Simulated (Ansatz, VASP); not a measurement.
# SnSe2 in two plane-wave programs

Wanted: the spread between two codes on one cell, functional and k mesh. The cell is generated by rule, not measured, and may not be a known phase. The cell is taken from a series of runs on this material, whose earlier steps may have relaxed, scaled, displaced or heated it; both programs get it as it stands.

Main program and level: Ansatz 0.2.0; plane waves, with VASP 6.6.1 beside it; single point at r2SCAN.

The structure was built from a prototype and need not be the compound's stable phase.

## 1. The starting structure

Symmetry: Pm, No. 6, monoclinic system. The conventional cell has a = 6.484 Å, b = 3.970 Å, c = 6.484 Å, α = 90.00°, β = 90.00°, γ = 90.00°. Nearest to Sn lie 6 Se at 2.50 to 3.17 Å. Nearest to Sn lie 6 Se at 2.61 to 3.06 Å. Nearest to Se lie 3 Sn at 2.50 to 2.79 Å. Nearest to Se lie 3 Sn at 2.61 to 3.17 Å. Se has 3 Sn at 2.71 to 2.83 Å nearest. Nearest to Se lie 3 Sn at 2.74 to 3.06 Å. Farther neighbours and most contacts between anions are not listed.

## 2. VASP: single point, r2SCAN

With cell and atoms fixed, the geometry can't cause a difference; cores, projectors, grids and the points listed under the comparison can.

Lines of VASP's logs that name or quote its potential files are left out, and so is its time.

Contents of INCAR:

```
SYSTEM = SnSe2
PREC = Accurate
ENCUT = 550
EDIFF = 1E-06
NELM = 120
ISMEAR = 1
SIGMA = 0.2
LREAL = .FALSE.
ALGO = Normal
METAGGA = R2SCAN
LASPH = .TRUE.
NBANDS = 32
LORBIT = 11
LWAVE = .FALSE.
LCHARG = .FALSE.
ISIF = 2
GGA_COMPAT = .FALSE.
LMIXTAU = .TRUE.
KPAR = 2
```

Contents of POSCAR:

```
SnSe2
1.0
    6.4844249796      0.0000000000      0.0000000000
    0.0000000000      6.4844249796      0.0000000000
    0.0000000000      0.0000000000      3.9702852424
Sn Se
2 4
Direct
    0.0510683292      0.0300626517      0.0000000000
    0.5413581683      0.4974926384      0.5000000000
    0.2843819623      0.3373951612      0.0000000000
    0.6704758708      0.7234890696      0.0000000000
    0.7600559098      0.1418941445      0.5000000000
    0.1461498182      0.7558002360      0.5000000000
```

Contents of KPOINTS:

```
Automatic mesh
0
Gamma
6 6 12
0 0 0
```

The projector-augmented-wave data sets are Sn_d and Se (PBE family, release 64).

On the command line:

```bash
$ mpirun -np 2 vasp_std
```

Numbers of over 12 decimals in the logs are rounded to 6 here.

What it wrote:

```text
[banner, memory and clock lines left out]
running    2 mpi-ranks, on    1 nodes
 distrk:  each k-point on    1 cores,    2 groups
 distr:  one band on    1 cores,    1 groups

 POSCAR found type information on POSCAR SnSe
 POSCAR found :  2 types and       6 ions
|                                                                             |
|               ----> ADVICE to this user running VASP <----                  |
|                                                                             |
|     You enforced a specific xc type in the INCAR file but a different       |
|     [... a line on the potential file left out ...]
|     I HOPE YOU KNOW WHAT YOU ARE DOING!                                     |
|                                                                             |

 LDA part: xc-table for (None), standard interpolation
 POSCAR, INCAR and KPOINTS ok, starting setup
 FFT: planning ... GRIDC
 FFT: planning ... GRID_SOFT
 FFT: planning ... GRID
 WAVECAR not read
 entering main loop
       N       E                     dE             d eps       ncg     rms          rms(c)
DAV:   1     0.424013597567E+03    0.42401E+03   -0.24092E+04  9088   0.198E+03
DAV:   2    -0.386481912650E+02   -0.46266E+03   -0.45082E+03  9072   0.508E+02
DAV:   3    -0.113403646133E+03   -0.74755E+02   -0.73196E+02 10928   0.177E+02
DAV:   4    -0.117248483561E+03   -0.38448E+01   -0.38152E+01 10696   0.430E+01
DAV:   5    -0.117351781079E+03   -0.10330E+00   -0.10325E+00 12912   0.745E+00    0.779E+00
DAV:   6    -0.112142195268E+03    0.52096E+01   -0.34337E+00 12416   0.226E+01    0.533E+00
DAV:   7    -0.106269645971E+03    0.58725E+01   -0.18018E+00 10152   0.706E+00    0.184E+00
DAV:   8    -0.107853099751E+03   -0.15835E+01   -0.12632E+00 10368   0.688E+00    0.102E+00
DAV:   9    -0.107913626945E+03   -0.60527E-01   -0.23990E-01  9664   0.303E+00    0.623E-01
DAV:  10    -0.107926997272E+03   -0.13370E-01   -0.29081E-02 10688   0.129E+00    0.343E-01
DAV:  11    -0.108003658417E+03   -0.76661E-01   -0.13388E-01  9184   0.255E+00    0.179E-01
DAV:  12    -0.108011377989E+03   -0.77196E-02   -0.98176E-03 10464   0.657E-01    0.171E-01
DAV:  13    -0.108013210462E+03   -0.18325E-02   -0.74990E-04 10432   0.217E-01    0.105E-01
DAV:  14    -0.108018252566E+03   -0.50421E-02   -0.48635E-03  9304   0.572E-01    0.516E-02
DAV:  15    -0.108018420487E+03   -0.16792E-03   -0.92692E-04 11408   0.196E-01    0.660E-02
DAV:  16    -0.108018302600E+03    0.11789E-03   -0.67653E-05 10064   0.728E-02    0.420E-02
DAV:  17    -0.108018555539E+03   -0.25294E-03   -0.19642E-04  9704   0.102E-01    0.473E-03
DAV:  18    -0.108018574439E+03   -0.18901E-04   -0.20752E-05 10480   0.318E-02    0.680E-03
DAV:  19    -0.108018583363E+03   -0.89235E-05   -0.32585E-06  8464   0.155E-02    0.388E-03
DAV:  20    -0.108018584695E+03   -0.13319E-05   -0.81748E-07  5736   0.665E-03    0.984E-04
DAV:  21    -0.108018584809E+03   -0.11400E-06   -0.10015E-06  5752   0.824E-03
   1 F= -.10801858E+03 E0= -.10801941E+03  d E =0.246481E-02
```

Parts of OUTCAR (step 2):

```text
ion  position               nearest neighbor table
   1  0.051  0.030  0.000-   3 2.50   6 2.74   6 2.74   5 2.83   5 2.83   4 3.17
   2  0.541  0.497  0.500-   4 2.61   4 2.61   5 2.71   3 2.79   3 2.79   6 3.06
   3  0.284  0.337  0.000-   1 2.50   2 2.79   2 2.79
   4  0.670  0.723  0.000-   2 2.61   2 2.61   1 3.17
   5  0.760  0.142  0.500-   2 2.71   1 2.83   1 2.83
   6  0.146  0.756  0.500-   1 2.74   1 2.74   2 3.06

  LATTYP: Found a simple tetragonal cell.
 ALAT       =     6.4844249796
 C/A-ratio  =     0.6122802338

 Subroutine GETGRP returns: Found  2 space group operations
 (whereof  2 operations were pure point group operations)

The static configuration has the point symmetry C_1h.

 Found    140 irreducible k-points:

   k-points           NKPTS =    140   k-points in BZ     NKDIM =    140   number of bands    NBANDS=     32

   dimension x,y,z NGX =    50 NGY =   50 NGZ =   30
   dimension x,y,z NGXF=   100 NGYF=  100 NGZF=   60

   ENCUT  =  550.0 eV  40.42 Ry    6.36 a.u.  12.40 12.40  7.59*2*pi/ulx,y,z

   NELECT =      52.0000    total number of electrons

 k-points in reciprocal lattice and weights: Automatic mesh
   0.00000000  0.00000000  0.00000000       0.002
   0.16666667  0.00000000  0.00000000       0.005
   0.00000000  0.16666667  0.00000000       0.005
   0.33333333  0.00000000  0.00000000       0.005
   0.00000000  0.33333333  0.00000000       0.005
   0.50000000  0.00000000  0.00000000       0.002
   0.00000000  0.50000000  0.00000000       0.002
   0.16666667  0.16666667  0.00000000       0.005
  -0.16666667  0.16666667  0.00000000       0.005
[...]
-0.33333333  0.50000000  0.50000000       0.005
   0.50000000  0.50000000  0.50000000       0.002

 average (electrostatic) potential at core
       1-109.2786       2-109.3005       3 -58.7512       4 -58.5174       5 -58.6655
       6 -58.4953

 E-fermi :   3.7201

 k-point     1 :       0.0000    0.0000    0.0000
  band No.  band energies     occupation
    ...
     22       2.4261      2.00000
     23       2.6825      2.00000
     24       2.7750      2.00000
     25       2.9539      2.00000
     26       3.2850      2.00871
     27       3.8343      0.18674
     28       5.0553     -0.00000
     29       6.7306     -0.00000
     30       6.9281     -0.00000
     31       7.3885     -0.00000
    ...

 k-point     2 :       0.1667    0.0000    0.0000
  band No.  band energies     occupation
    ...
     23       2.5671      2.00000
     24       2.8123      2.00000
     25       2.9368      2.00000
     26       3.4829      2.07043
     27       3.7485      0.76235
     28       5.0462     -0.00000
     29       6.7766     -0.00000
     30       6.9374     -0.00000
     31       7.4740     -0.00000
     32       8.4741      0.00000

 k-point     3 :       0.0000    0.1667    0.0000
  band No.  band energies     occupation
    ...
     22       2.1058      2.00000
     23       2.4073      2.00000
     24       2.8707      2.00000
     25       2.9647      2.00000
     26       3.4875      2.06964
     27       3.7831      0.49543
     28       5.1471     -0.00000
     29       6.6179     -0.00000
     30       7.0899     -0.00000
     31       7.4658     -0.00000
    ...

  Total       -0.3235685     -0.5332298     -1.2452702      2.9252195      0.0000000      0.0000000
  in kB       -3.1053620     -5.1175290    -11.9511452     28.0740067      0.0000000      0.0000000
  external PRESSURE =      -6.7246788 kB  Pullay stress =       0.0000000 kB

  energy-cutoff  :      550.00
  volume of cell :      166.94
      direct lattice vectors                 reciprocal lattice vectors
     6.484424980  0.000000000  0.000000000     0.154215679  0.000000000  0.000000000
     0.000000000  6.484424980  0.000000000     0.000000000  0.154215679  0.000000000
     0.000000000  0.000000000  3.970285242     0.000000000  0.000000000  0.251871072

 POSITION                                       TOTAL-FORCE (eV/Angst)
 -----------------------------------------------------------------------------------
      0.33115      0.19494      0.00000        -0.550875     -1.140597      0.000000
      3.51040      3.22595      1.98514         0.088217     -0.113498      0.000000
      1.84405      2.18781      0.00000         0.342983      0.682595      0.000000
      4.34765      4.69141      0.00000        -0.279770     -0.240635      0.000000
      4.92853      0.92010      1.98514         0.433395      0.091374      0.000000
      0.94770      4.90093      1.98514        -0.033950      0.720760      0.000000
 -----------------------------------------------------------------------------------
    total drift:                                0.003651     -0.003261      0.000001

  FREE ENERGIE OF THE ION-ELECTRON SYSTEM (eV)
  ---------------------------------------------------
  free  energy   TOTEN  =      -108.0185848087 eV

  energy  without entropy=     -108.0210496159  energy(sigma->0) =     -108.01940641

 total charge
# of ion       s       p       d       tot
------------------------------------------
    1        1.077   0.981  10.062  12.120
    2        1.072   0.984  10.073  12.129
    3        1.475   2.386   0.026   3.887
    4        1.486   2.342   0.028   3.856
    5        1.483   2.317   0.022   3.822
    6        1.489   2.296   0.023   3.807
--------------------------------------------------
tot          8.081  11.306  20.233  39.621

[... 3 further parts left out ...]
```

The gap is under twice the smearing width, so the edge states are partly filled and the run can't tell a small gap from a semimetal. Methfessel-Paxton smearing is not meant for a cell with a gap.

## 3. Ansatz: single point, r2SCAN

Ansatz runs on its default PAW (the set named soft_2) files.

The same cell, functional, mesh and smearing now go to Ansatz, which takes its cutoff from its data sets.

Contents of input.yaml:

```yaml
crystal:
  lattice:
    - [6.4844249796, 0.0, 0.0]
    - [0.0, 6.4844249796, 0.0]
    - [0.0, 0.0, 3.9702852424]
  atoms:
    - { symbol: Sn, position: [0.0510683292, 0.0300626517, 0.0] }
    - { symbol: Sn, position: [0.5413581683, 0.4974926384, 0.5] }
    - { symbol: Se, position: [0.2843819623, 0.3373951612, 0.0] }
    - { symbol: Se, position: [0.6704758708, 0.7234890696, 0.0] }
    - { symbol: Se, position: [0.7600559098, 0.1418941445, 0.5] }
    - { symbol: Se, position: [0.1461498182, 0.755800236, 0.5] }
kpoints:
  mp_grid: { grid: [6, 6, 12] }
hamiltonian:
  xc: r2scan
scf:
  occupations: { method: methfessel_paxton, width: 0.2 }
output:
  forces: true
  stress: true
  eigenvalues: true
```

On the command line:

```bash
$ ansatz run input.yaml --threads 8 --pin off --max-ram 14336MiB --backend cpu --events-out ev --progress --plain --runs-dir out
```

What it wrote:

```text
Engine: ansatz 0.2.0, aarch64-unknown-linux-gnu
Pseudopotentials: kind: paw
Pseudopotential: Sn, paw, valence charge 14, recommended cutoff 500 eV (meta_gga), Sn.paw.azcp
Pseudopotential: Se, paw, valence charge 16, recommended cutoff 500 eV (meta_gga), Se.paw.azcp
Functional definition: r2SCAN
  parameter k0 = 0.174
  parameter k1 = 0.065
  parameter a1 = 4.9479
  exchange = r2scan_x(k0 = k0, k1 = k1, a1 = a1)
  correlation = r2scan_c
Crystal: 6 atoms, lattice volume = 166.942 Å³
Basis set: ecut = 500 eV, 4235 PW (Γ), exchange–correlation on 192×192×120 points (64 copies of the dense FFT grid, shifted against one another)
Bands: 56, of which v1, the nominal top of the filled ones, is band 46 counted from 1 (45 counted from 0)
Symmetry: 2 space group operations
Space group: Pm (ITA 6), of the structure as read, at distance tolerance 5.5e-5 Å
k-points: 140 of 432 (time reversal used)
Non-local potential: Sn, projectors of the file, l = 0: 2, l = 1: 2, l = 2: 2, l = 3: 2
Non-local potential: Se, projectors of the file, l = 0: 2, l = 1: 2, l = 2: 3, l = 3: 1
PAW form: soft (Blöchl's): semilocal exchange-correlation on the pseudo side does not see the compensation charge
PAW frozen core: Sn, regenerated for the run's functional (the file was generated under x = pbe(κ = 0.804, μ = 0.219515), c = pbe(β = 0.066725))
PAW frozen core: Se, regenerated for the run's functional (the file was generated under x = pbe(κ = 0.804, μ = 0.219515), c = pbe(β = 0.066725))
PAW one-centre angular grid: Sn, 590 points (default); XC on 249 of its mesh's 2787 points in the sphere
PAW one-centre angular grid: Se, 590 points (default); XC on 160 Gauss nodes
Initial density: superposition of atomic densities (neutral atoms: chi_scale 0, normalization atom), corrected by the library's trained network
Initial wavefunctions: pseudopotential atomic-orbital guess
Functional: x = r2scan, c = r2scan; τ floored in thin density (d = 2e-4 eV/Å³)
SCF iter   1: F=—  HF=-33991.087931 eV  |F-HF|=—  |Δ(HF+E_count)|=         —  Δρ=7.24e-3  dr2=1.43e-1  dr2_τ=1.34e-2  ethr=1.77e-3  ⟨swp⟩=7.3  Hψ=30808  notcnv=0
preconditioner: auto → Kerker (q_TF=auto, 2.470 Å⁻¹)  [metal: Δε(μ)=0.086 eV  Ē_g=10.254 eV  σ=0.200 eV  W_gap=0.35  n_scr=38 (ndim 8)  ℏωp=16.3 eV  f_vac=0.094  D(μ)=0.43/eV (n_scr^D=0)]
SCF iter   2: F=—  HF=-33991.093649 eV  |F-HF|=—  |Δ(HF+E_count)|=   5.72e-3  S|Δr|=    0.00e0  Δρ=4.15e-3  dr2=5.51e-2  dr2_τ=3.30e-4  ethr=1.56e-4  ⟨swp⟩=2.3  Hψ=14868  notcnv=0
SCF iter   3: F=—  HF=-33991.085132 eV  |F-HF|=—  |Δ(HF+E_count)|=   8.52e-3  S|Δr|=    0.00e0  Δρ=1.28e-3  dr2=7.96e-3  dr2_τ=4.46e-5  ethr=5.99e-5  ⟨swp⟩=2.1  Hψ=8960  notcnv=0
SCF iter   4: F=—  HF=-33991.083619 eV  |F-HF|=—  |Δ(HF+E_count)|=   1.51e-3  S|Δr|=    0.00e0  Δρ=5.88e-4  dr2=1.29e-3  dr2_τ=8.49e-6  ethr=8.65e-6  ⟨swp⟩=2.5  Hψ=11564  notcnv=0
SCF iter   5: F=—  HF=-33991.083601 eV  |F-HF|=—  |Δ(HF+E_count)|=   1.87e-5  S|Δr|=    0.00e0  Δρ=2.09e-4  dr2=2.81e-4  dr2_τ=1.58e-6  ethr=1.40e-6  ⟨swp⟩=2.0  Hψ=8959  notcnv=0
SCF iter   6: F=—  HF=-33991.083606 eV  |F-HF|=—  |Δ(HF+E_count)|=   5.71e-6  S|Δr|=    0.00e0  Δρ=1.22e-4  dr2=3.96e-5  dr2_τ=9.05e-7  ethr=3.05e-7  ⟨swp⟩=2.0  Hψ=11053  notcnv=0
SCF iter   7: F=—  HF=-33991.083638 eV  |F-HF|=—  |Δ(HF+E_count)|=   3.12e-5  S|Δr|=    0.00e0  Δρ=5.39e-5  dr2=7.56e-6  dr2_τ=1.13e-7  ethr=4.30e-8  ⟨swp⟩=2.0  Hψ=12180  notcnv=0  defer=8
SCF iter   8: F=—  HF=-33991.083640 eV  |F-HF|=—  |Δ(HF+E_count)|=   2.79e-6  S|Δr|=    0.00e0  Δρ=1.87e-5  dr2=9.45e-7  dr2_τ=5.05e-8  ethr=8.22e-9  ⟨swp⟩=2.0  Hψ=13854  notcnv=0  defer=9
SCF iter   9: F=—  HF=-33991.083640 eV  |F-HF|=—  |Δ(HF+E_count)|=   4.60e-7  S|Δr|=    0.00e0  Δρ=9.68e-6  dr2=2.55e-7  dr2_τ=2.91e-9  ethr=1.03e-9  ⟨swp⟩=2.0  Hψ=13854  notcnv=0  defer=9
SCF iter  10: F=-33991.083640 eV  HF=-33991.083640 eV  |F-HF|=1.54e-9  |Δ(HF+E_count)|=   1.29e-7  S|Δr|=    0.00e0  Δρ=2.74e-6  dr2=3.22e-8  dr2_τ=2.73e-10  ethr=1.09e-10  ⟨swp⟩=10.1  Hψ=31376  notcnv=0
SCF 1 converged in 10 iterations: F = -33991.083640 eV  dr2 = 3.22e-8
  greatest PAW one-centre occupation: 1.000 electrons in one spin orbital (limit 2), on the Se atom at site 3 (counted from 0), in its partial waves of l = 2
SCF converged after 10 iterations
Stability not checked: this state was not tested for a lower state beside it, because cold or Methfessel-Paxton smearing, or corrected tetrahedra, fill the levels in a way that the test cannot read (fill_not_monotonic; see scf.lower_state_search)
Free energy (F): -33991.083640 eV
Harris-Foulkes:  -33991.083640 eV  (|F-HF|=1.54e-9)
Internal energy: -33991.086119 eV  (E = F + TS)
E sigma→0 (E₀):  -33991.084260 eV
Entropy (-TS):   0.002479 eV (0.413 meV/atom)
Fermi energy:    7.371458 eV
Step filling:    the computed levels leave a gap of 0.0472 eV = 0.2 smearing widths at the electron count; against every level under it full and every level over it empty, smearing changes F+E_penalty+E_count by +0.896 meV and its σ→0 estimate by +0.276 meV
--- Per-component energies (eV) ---
  E_band       = -1884.714345
  E_kinetic    = 844.796644
  E_local      = -12304.801643  (includes V_loc(G=0)·N_el)
  E_nonlocal   = -2444.370856
  E_hartree    = 6262.504297
  E_xc         = -1138.031006
  E_vxc        = -625.772410  (∫ρ·V_xc dr)
  E_paw        = -16026.802665  (= ΣΔE_a)
  E_vpaw       = 86.967091  (= ΣTr[D̂ρ^β])
  E_aug_tail   = -0.000828  (compensation charges beyond the density's cutoff)
  E_vtau       = 33.464264  (kinetic-family band-sum trace: ∫τ·v_τ [+ j·A + Jᵃ·Aᵃ] dr)
  E_ewald      = -9178.791620
  E_core_change = -5.588441  (= ΣΔE_core)
  E_smearing   = 0.002479  (= −TS)
  E_closure    = 0.000000  (closes the sum)
  Σ components = -33991.083640   (vs F -33991.083640, Δ=0.00e0)
--- Forces (eV/Å), atoms counted from 1 ---
  atom   1  Sn    -0.55051150    -1.14051169     0.00000000
  atom   2  Sn     0.08800849    -0.11398403     0.00000000
  atom   3  Se     0.34432521     0.68162767     0.00000000
  atom   4  Se    -0.28345469    -0.24665300     0.00000000
  atom   5  Se     0.43509773     0.09458056     0.00000000
  atom   6  Se    -0.03347425     0.72493283     0.00000000
  max |Σ_I F_I| component: 9.01e-6 eV/Å
--- Stress (GPa, compression-positive) ---
       -0.301293       2.805425       0.000000
        2.805425      -0.520414       0.000000
        0.000000       0.000000      -1.220452
  P = ⅓ Tr σ = -0.6807 GPa (-6.807 kbar)
--- Band table (eV; the first three rows and the last of 140) ---
  k-point 0: bands = [... 42 lower, 6.3383, 6.4296, 6.6050, 6.9369, 7.4842, 8.7067, 10.3852, 10.5857, ... 6 higher]
  k-point 1: bands = [... 42 lower, 6.0125, 6.7301, 7.0050, 7.1637, 7.4528, 8.9059, 10.6443, 10.7978, ... 6 higher]
  k-point 2: bands = [... 42 lower, 5.3137, 6.6808, 7.0226, 7.2986, 7.8166, 9.3077, 10.6118, 11.2400, ... 6 higher]
  k-point 139: bands = [... 42 lower, 6.1140, 6.2077, 6.3620, 6.4158, 7.6121, 7.7516, 10.8799, 11.0969, ... 6 higher]
```

The column dr2 measures how far the density is from self-consistency, as an energy; F and HF (Harris–Foulkes) agree once it is small.

The run ends at a pressure of -0.68 GPa, with forces up to 1.3 eV/Å.

## 4. Comparison

Known differences besides the potentials themselves: VASP keeps PBE cores, Ansatz makes them for the functional; the data sets hold 92 valence electrons in Ansatz (on its default PAW (the set named soft_2) files) and 52 in VASP; the cutoff is 500 eV in Ansatz and 550 eV in VASP. Total energies have different zeros and are not compared.

Both answers:

```
      quantity  Ansatz   VASP  difference
pressure (GPa)   -0.68  -0.67       -0.01
```

Forces (eV/Å; atoms numbered as in POSCAR):

```
atom         Ansatz x, y, z           VASP x, y, z
 Sn1  -0.551, -1.141, 0.000  -0.551, -1.141, 0.000
 Sn2   0.088, -0.114, 0.000   0.088, -0.113, 0.000
 Se3    0.344, 0.682, 0.000    0.343, 0.683, 0.000
 Se4  -0.283, -0.247, 0.000  -0.280, -0.241, 0.000
 Se5    0.435, 0.095, 0.000    0.433, 0.091, 0.000
 Se6   -0.033, 0.725, 0.000   -0.034, 0.721, 0.000
```

The forces differ by 2.2 meV/Å r.m.s., which is 0.5 % of the r.m.s. force of 0.412 eV/Å (both taken over all components).

## 5. Summary of results

```yaml
r_m_s_force_difference_single_point_r2scan: 0.52 % of the r.m.s. force
```

The r.m.s. force difference is 0.52 % of the r.m.s. force (single point, r2SCAN), within the 3 % picked in this series as the mark of a large difference. The data sets hold unlike numbers of valence electrons (92 in Ansatz and 52 in VASP), so part of the differences comes from the potentials. Such differences can come from data sets, numerical settings and the points named under the comparisons, not from the functional's error against experiment.

[Lines on the potential files, build, host, timing and source positions are cut from VASP's logs without a mark.]

[Logs are printed without paths, hosts, clocks, repeated set-up lines and the standing remarks that a program may print on its own settings, such as how far it seeks lower states.]

[Hosts, paths, dates, database ids (printed as entryN), source tags and the programs' standing remarks are cut or masked in the printed files.]
